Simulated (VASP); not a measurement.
An input for Quantum ESPRESSO's pw.x (written as the equivalent of a VASP run, and not itself run):

```
&CONTROL
  calculation = 'vc-relax'
  pseudo_dir = './pseudo'
  outdir = './out'
  tprnfor = .true.
  tstress = .true.
  nstep = 40
  forc_conv_thr = 0.00078
/
&SYSTEM
  ibrav = 0
  nat = 4
  ntyp = 1
  ecutwfc = 44
  occupations = 'smearing'
  smearing = 'methfessel-paxton'
  degauss = 0.00735
  input_dft = 'pbe'
/
&ELECTRONS
  conv_thr = 7.3e-08
  electron_maxstep = 100
/
&IONS
/
&CELL
  press = 300
/
ATOMIC_SPECIES
  P 30.974 P.upf
CELL_PARAMETERS angstrom
     1.6814971   -4.6593157   -0.0000000
     1.6814971    4.6593157    0.0000000
     0.0000000    0.0000000    3.4731407
ATOMIC_POSITIONS crystal
  P    0.1172963  0.8827037  0.9574786
  P    0.3827037  0.6172963  0.4574786
  P    0.6172963  0.3827037  0.5425214
  P    0.8827037  0.1172963  0.0425214
K_POINTS automatic
  10 10 9 0 0 0
```

Task: Write the VASP files for the same calculation (PBE).

Result: This is not unique; one that fits is 
File POSCAR:
```
P
1
    1.6814970513    -4.6593157441    -0.0000000000
    1.6814970513     4.6593157441     0.0000000000
    0.0000000000     0.0000000000     3.4731406507
P
4
Direct
  0.1172963320   0.8827036680   0.9574785843
  0.3827036680   0.6172963320   0.4574785843
  0.6172963320   0.3827036680   0.5425214157
  0.8827036680   0.1172963320   0.0425214157
```

### INCAR
```
! general
SYSTEM  = P
PREC    = Accurate
ENCUT   = 500
LREAL   = .FALSE.
LASPH   = .TRUE.

! electronic loop
EDIFF   = 1E-6
NELM    = 100
ALGO    = Normal

! smearing
ISMEAR  = 1
SIGMA   = 0.1

! functional
GGA     = PE

! ions
IBRION  = 2
NSW     = 40
ISIF    = 3
EDIFFG  = -0.02
PSTRESS = 300

! output
LWAVE   = .FALSE.
LCHARG  = .FALSE.
```

### KPOINTS
```
Automatic mesh
0
Gamma
10 10 9
0 0 0
```

POTCAR, in this order: P (PBE.64 set). Program: vasp_std.

The two are equivalent in intent, not identical: the potentials are each code's own (VASP's PAW set, PseudoDojo norm-conserving files in pw.x), so ENCUT and ecutwfc are chosen apart and not converted; conv_thr bounds pw.x's estimated SCF error, while EDIFF bounds the energy change between steps; forc_conv_thr acts on force components and is met together with etot_conv_thr.

The compound is P in the black structure. This run relaxes it under an external pressure of 30 GPa. Symmetry was kept, so distortions that lower it aren't found.
